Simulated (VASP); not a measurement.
# CsLiCr2Te2S3 (P-6m2) in VASP: notebook

The runs below take CsLiCr2Te2S3 through relaxation of cell and atoms, with PBE.

Everything below comes from runs of VASP 6.6.1. Logs are shortened: lines on timing, memory, paths and dates and some standing lists are left out, and cuts for length are marked.

## 1. The crystal as given

Symmetry: P-6m2, No. 187, hexagonal system. Conventional cell: a = 4.954 Å, b = 4.954 Å, c = 11.561 Å, α = 90.00°, β = 90.00°, γ = 120.00°. Around Cs (site symmetry -6m2) lie 3 S at 2.86 Å. Li (site symmetry -6m2) has 6 S at 2.86 Å as nearest neighbours. Cr (site symmetry 3m) has 1 S at 2.43 Å as nearest neighbours. Around Te (site symmetry 3m) lie 1 S at 2.19 Å. S (site symmetry -6m2) has 2 Te at 2.19 Å as nearest neighbours. S (site symmetry -6m2) is surrounded by 2 Cr at 2.43 Å. Around S (site symmetry -6m2) lie 3 Cs at 2.86 Å.

The cell was built by a generator and needn't be a form met in nature.

## 2. Relaxation of cell and atoms, PBE, collinear spin, ferromagnetic start

The input, INCAR:

```
ALGO = Fast ; EDIFF = 1E-4
EDIFFG = -0.08 ; ENCUT = 520
GGA = PE ; IBRION = 2
ISIF = 3 ; ISMEAR = 0
ISPIN = 2 ; LASPH = True
LCHARG = False ; LMAXMIX = 4
LORBIT = 11 ; LREAL = Auto
LWAVE = False ; MAGMOM = 0 0 3 3 0 0 0 0 0
NELM = 60 ; NSW = 24
PREC = Normal ; SIGMA = 0.15
```

The input, KPOINTS:

```
k-points
0
Gamma
  3 3 2
```

The input, POSCAR:

```
CsLiCr2Te2S3
1.0
    4.9540173800      0.0000000000      0.0000000000
   -2.4770086900      4.2903049000      0.0000000000
    0.0000000000      0.0000000000     11.5605058200
Cs Li Cr Te S
1 1 2 2 3
Direct
    0.0000000000      0.0000000000      0.0000000000
    0.6666666700      0.3333333300      0.5000000000
    0.3333333300      0.6666666700      0.7102028600
    0.3333333300      0.6666666700      0.2897971400
    0.0000000000      0.0000000000      0.3106175700
    0.0000000000      0.0000000000      0.6893824300
    0.0000000000      0.0000000000      0.5000000000
    0.3333333300      0.6666666700      0.5000000000
    0.3333333300      0.6666666700      0.0000000000
```

Potentials or basis: VASP PAW PBE potentials, release 64 (Cs_sv, Li_sv, Cr_pv, Te, S).

Run with:

```console
> cat potpaw_PBE.64/Cs_sv/POTCAR potpaw_PBE.64/Li_sv/POTCAR potpaw_PBE.64/Cr_pv/POTCAR potpaw_PBE.64/Te/POTCAR potpaw_PBE.64/S/POTCAR > POTCAR
> mpirun -np 1 vasp_std > vasp.out
```

OUTCAR:

```text
EDIFF = 1E-4
   EDIFFG = -0.08
   ENCUT = 520
   GGA = PE
   IBRION = 2
   ISIF = 3
   ISMEAR = 0
   ISPIN = 2
   LASPH = True
   LORBIT = 11
   LREAL = Auto
   NELM = 60
   NSW = 24
   PREC = Normal

 ion  position               nearest neighbor table
   1  0.000  0.000  0.000-   9 2.86   9 2.86   9 2.86
   2  0.667  0.333  0.500-
   3  0.333  0.667  0.710-   8 2.43   6 2.87   6 2.87   6 2.87
   4  0.333  0.667  0.290-   8 2.43   5 2.87   5 2.87   5 2.87
   5  0.000  0.000  0.311-   7 2.19   4 2.87   4 2.87   4 2.87
   6  0.000  0.000  0.689-   7 2.19   3 2.87   3 2.87   3 2.87
   7  0.000  0.000  0.500-   5 2.19   6 2.19
   8  0.333  0.667  0.500-   3 2.43   4 2.43
   9  0.333  0.667  0.000-   1 2.86   1 2.86   1 2.86

  LATTYP: Found a hexagonal cell.
 ALAT       =     4.9540173800
 C/A-ratio  =     2.3335618213

  Lattice vectors:

 A1 = (   4.9540173800,   0.0000000000,   0.0000000000)
 A2 = (  -2.4770086900,   4.2903049000,   0.0000000000)
 A3 = (   0.0000000000,   0.0000000000,  11.5605058200)

Analysis of symmetry for initial positions (statically):
=====================================================================
 Subroutine PRICEL returns:
 Original cell was already a primitive cell.

 Routine SETGRP: Setting up the symmetry group for a
 hexagonal supercell.

 Subroutine GETGRP returns: Found 12 space group operations
 (whereof 12 operations were pure point group operations)
 out of a pool of 24 trial point group operations.

The static configuration has the point symmetry D_3h.

Analysis of symmetry for dynamics (positions and initial velocities):
=====================================================================
 Subroutine PRICEL returns:
 Original cell was already a primitive cell.

 Routine SETGRP: Setting up the symmetry group for a
 hexagonal supercell.

 Subroutine GETGRP returns: Found 12 space group operations
 (whereof 12 operations were pure point group operations)
 out of a pool of 24 trial point group operations.

The dynamic configuration has the point symmetry D_3h.

Analysis of structural, dynamic, and magnetic symmetry:
=====================================================================
 Subroutine PRICEL returns:
 Original cell was already a primitive cell.

 Routine SETGRP: Setting up the symmetry group for a
 hexagonal supercell.

 Subroutine GETGRP returns: Found 12 space group operations
 (whereof 12 operations were pure point group operations)
 out of a pool of 24 trial point group operations.

The overall configuration has the point symmetry D_3h.

 Subroutine INISYM returns: Found 12 space group operations
 (whereof 12 operations are pure point group operations),
 and found     1 'primitive' translations

----------------------------------------------------------------------------------------

                                     Primitive cell

  volume of cell :     245.7098

  direct lattice vectors                    reciprocal lattice vectors
     4.954017380  0.000000000  0.000000000     0.201856377  0.116541834  0.000000000
    -2.477008690  4.290304900  0.000000000     0.000000000  0.233083667  0.000000000
     0.000000000  0.000000000 11.560505820     0.000000000  0.000000000  0.086501405

  length of vectors
     4.954017380  4.954017378 11.560505820     0.233083667  0.233083667  0.086501405

  position of ions in fractional coordinates (direct lattice)
     0.000000000  0.000000000  0.000000000
     0.666666670  0.333333330  0.500000000
     0.333333330  0.666666670  0.710202860
     0.333333330  0.666666670  0.289797140
     0.000000000  0.000000000  0.310617570
     0.000000000  0.000000000  0.689382430
     0.000000000  0.000000000  0.500000000
     0.333333330  0.666666670  0.500000000
     0.333333330  0.666666670  0.000000000

  ion indices of the primitive-cell ions
   primitive index   ion index
                 1           1
                 2           2
                 3           3
                 4           4
                 5           5
                 6           6
                 7           7
                 8           8
                 9           9

----------------------------------------------------------------------------------------

 KPOINTS: k-points

Automatic generation of k-mesh.
 Grid dimensions read from file:
 generate k-points for:    3    3    2

 Generating k-lattice:

  Cartesian coordinates                     Fractional coordinates (reciprocal lattice)
     0.067285459  0.038847278  0.000000000     0.333333333  0.000000000  0.000000000
     0.000000000  0.077694556  0.000000000     0.000000000  0.333333333  0.000000000
     0.000000000  0.000000000  0.043250703     0.000000000  0.000000000  0.500000000

  Length of vectors
     0.077694556  0.077694556  0.043250703

  Shift w.r.t. Gamma in fractional coordinates (k-lattice)
     0.000000000  0.000000000  0.000000000

 Subroutine IBZKPT returns following result:
 ===========================================

 Found      6 irreducible k-points:

 Following reciprocal coordinates:
            Coordinates               Weight
  0.000000  0.000000  0.000000      1.000000
  0.333333  0.000000  0.000000      6.000000
  0.333333  0.333333  0.000000      2.000000
  0.000000  0.000000  0.500000      1.000000
  0.333333  0.000000  0.500000      6.000000
  0.333333  0.333333  0.500000      2.000000
   k-points           NKPTS =      6   k-points in BZ     NKDIM =      6   number of bands    NBANDS=     42
   number of dos      NEDOS =    301   number of ions     NIONS =      9
   total plane-waves  NPLWV =  50176
   dimension x,y,z NGX =    28 NGY =   28 NGZ =   64
   dimension x,y,z NGXF=    56 NGYF=   56 NGZF=  128
   ions per type =               1   1   2   2   3
   NGX,Y,Z   is equivalent  to a cutoff of   9.40,  9.40,  9.20 a.u.
   NGXF,Y,Z  is equivalent  to a cutoff of  18.79, 18.79, 18.41 a.u.
 SYSTEM =  unknown system
   PREC   = normal    normal or accurate (medium, high low for compatibility)
   ISTART =      0    job   : 0-new  1-cont  2-samecut
   ICHARG =      2    charge: 1-file 2-atom 10-const
   ISPIN  =      2    spin polarized calculation?
   LNONCOLLINEAR =      F non collinear calculations
   LSORBIT =      F    spin-orbit coupling
   LASPH  =      T    aspherical Exc in radial PAW
   ENCUT  =  520.0 eV  38.22 Ry    6.18 a.u.   9.21  9.21 21.49*2*pi/ulx,y,z
   NELM   =     60;   NELMIN=  2; NELMDL= -5     # of ELM steps
   EDIFF  = 0.1E-03   stopping-criterion for ELM
   LREAL  =      T    real-space projection
   EDIFFG = -.8E-01   stopping-criterion for IOM
   NSW    =     24    number of steps for IOM
   IBRION =      2    ionic relax: 0-MD 1-quasi-New 2-CG
   NFREE  =      1    steps in history (QN), initial steepest desc. (CG)
   ISIF   =      3    stress and relaxation
   ISYM   =      2    0-nonsym 1-usesym 2-fastsym
   POTIM  = 0.5000    time-step for ionic-motion
   TEBEG  =    0.0;   TEEND  =   0.0 temperature during run
   PSTRESS=    0.0 pullay stress
   NELECT =      66.0000    total number of electrons
   NUPDOWN=      -1.0000    fix difference up-down
   EMIN   =  10.00;   EMAX   =-10.00  energy-range for DOS
   EFERMI =   0.00;   METHOD = LEGACY
   ISMEAR =     0;   SIGMA  =   0.15  broadening in eV -4-tet -1-fermi 0-gaus
   EFERMI_NEDOS =   21; number of points for ismear=-14 and -15
   IALGO  =     68    algorithm
   IMIX   =      4    mixing-type and parameters
     AMIX     =   0.40;   BMIX     =  1.00
     AMIX_MAG =   1.60;   BMIX_MAG =  1.00
  volume/ion in A,a.u.               =      27.30       184.24
  Fermi-wavevector in a.u.,A,eV,Ry     =   1.056287  1.996093 15.180597  1.115742
  Thomas-Fermi vector in A             =   2.191517
   LORBIT       =     11    0 simple, 1 ext, 2 COOP (PROOUT), +10 PAW based schemes
   GGA     = PE    functional components
   LHFCALC =     F    Hartree Fock is set to
   AEXX    =    0.0000 exact exchange contribution
   IVDW    =     0    specifies the selected vdW correction
   LEPSILON=     F    determine dielectric tensor
   LRPA    =     F    only Hartree local field effects (RPA)
 conjugate gradient relaxation of ions
 spin polarized calculation
 RMM-DIIS sequential band-by-band and
 Gauss-broadening in eV      SIGMA  =   0.15
  energy-cutoff  :      520.00
  volume of cell :      245.71
 maximum number of plane-waves:      6649
   NGX = 19   NGY = 19   NGZ = 43

--------------------------------------- Ionic step        1  -------------------------------------------

 number of electron      65.9999957 magnetization       7.1001448

 Free energy of the ion-electron system (eV)
  ---------------------------------------------------
  ext. energy  EPLUGINS =         0.00000000
  ---------------------------------------------------
  free energy    TOTEN  =       -37.59592025 eV

  energy without entropy =      -37.52761802  energy(sigma->0) =      -37.56176914

------------------------ aborting loop because EDIFF is reached ----------------------------------------

  FORCE on cell =-STRESS in cart. coord.  units (eV):
  Direction    XX          YY          ZZ          XY          YZ          ZX
  --------------------------------------------------------------------------------------
  -------------------------------------------------------------------------------------
  Total        3.4585638      3.4585638     22.4560005      0.0000000      0.0000000      0.0000000
  in kB       22.5519369     22.5519369    146.4267665      0.0000000      0.0000000      0.0000000
  external PRESSURE =      63.8435468 kB  Pullay stress =       0.0000000 kB
[... 286 lines left out ...]
  energy  without entropy=      -39.4484413458  energy(sigma->0) =      -39.49144985

--------------------------------------- Ionic step        8  -------------------------------------------

 number of electron      66.0000020 magnetization       7.0697920

 Free energy of the ion-electron system (eV)
  ---------------------------------------------------
  ext. energy  EPLUGINS =         0.00000000
  ---------------------------------------------------
  free energy    TOTEN  =       -39.55155332 eV

  energy without entropy =      -39.46596522  energy(sigma->0) =      -39.50875927

 E-fermi :   2.9958     XC(G=0):  -8.3949

 val. band max:        2.9896143875   @ k =   0.3333   0.3333   0.0000
 cond. band min:       3.0029618021   @ k =   0.3333   0.0000   0.5000
 fundamental gap:      0.0133474146
 Fermi energy:         2.9958401459

 spin component 1

 k-point     1 :       0.0000    0.0000    0.0000
  band No.  band energies     occupation
      1     -43.7167      1.00000
      2     -41.1623      1.00000
      3     -41.1621      1.00000
      4     -41.0751      1.00000
      5     -41.0751      1.00000
      6     -41.0751      1.00000
[... 259 lines left out ...]
     41       5.2740      0.00000
     42       6.8209      0.00000
 Fermi energy:         2.9958401459

 spin component 2

 k-point     1 :       0.0000    0.0000    0.0000
  band No.  band energies     occupation
      1     -43.7152      1.00000
      2     -37.5054      1.00000
      3     -37.5051      1.00000
      4     -37.2726      1.00000
      5     -37.2726      1.00000
      6     -37.2726      1.00000
[... 295 lines left out ...]
  FREE ENERGIE OF THE ION-ELECTRON SYSTEM (eV)
  ---------------------------------------------------
  free  energy   TOTEN  =       -39.5515533206 eV

  energy  without entropy=      -39.4659652243  energy(sigma->0) =      -39.50875927

 reached required accuracy - stopping structural energy minimisation

 total charge

# of ion       s       p       d       tot
------------------------------------------
    1        1.851   4.635   0.138   6.625
    2        2.002   0.025   0.000   2.027
    3        0.215   6.116   4.080  10.411
    4        0.215   6.116   4.080  10.411
    5        1.364   1.990   0.032   3.386
    6        1.364   1.990   0.032   3.386
    7        1.410   2.181   0.000   3.591
    8        1.366   2.258   0.000   3.624
    9        1.366   2.315   0.000   3.682
--------------------------------------------------
tot         11.153  27.626   8.363  47.142

 magnetization (x)

# of ion       s       p       d       tot
------------------------------------------
    1       -0.001  -0.025  -0.003  -0.029
    2        0.001  -0.001   0.000  -0.000
    3        0.055   0.027   3.659   3.742
    4        0.055   0.027   3.659   3.742
    5       -0.002  -0.171   0.011  -0.161
    6       -0.002  -0.171   0.011  -0.161
    7       -0.021  -0.101   0.000  -0.122
    8       -0.005  -0.259   0.000  -0.264
    9       -0.003  -0.162   0.000  -0.165
--------------------------------------------------
tot          0.077  -0.836   7.339   6.580
```

It took 4.9 min on 1 thread of Intel Xeon 6975P-C (Granite Rapids), shared host; peak memory 0.32 GiB.

The run converged, but some of its settings lie outside the range that counts as converged, so its numbers aren't taken as properties of the crystal.

What came out:

```
Free energy                                           : -39.5516 eV
Relaxed volume                                        : 29.09 Å³/atom
Relaxed cell                                          : a = 5.009 Å, b = 5.009 Å, c = 12.048 Å, α = 90.00°, β = 90.00°, γ = 120.00°
Space group after relaxing (to 0.05 Å)                : P-6m2 (No. 187)
Energy gained by relaxing                             : 217.3 meV/atom
Ionic steps                                           : 8
Largest force after relaxing                          : 0.055 eV/Å
Band gap on the k mesh                                : none (metal or under the smearing width)
Net moment                                            : 7.07 μB per cell
Site moments                                          : Cs -0.03; Li -0.00; Cr +3.74; Te -0.16; S -0.12, -0.26, -0.17 μB
Valence electrons inside the program's atomic spheres : Cs 6.62; Li 2.03; Cr 10.41; Te 3.39; S 3.59, 3.62, 3.68
```

Caveat: the k mesh is coarse (spacing up to 0.49 Å⁻¹), so the values aren't converged; the cutoff is under 1.25 times the usual one of these potentials, so pressure, stress and relaxed cells hold a basis-set (Pulay) error; only a ferromagnetic start was run, and an antiferromagnetic order may lie lower in energy; the relaxation stopped at a loose force limit of 0.08 eV/Å, so its end isn't a converged minimum.

(Continued in part 2 of 2.)
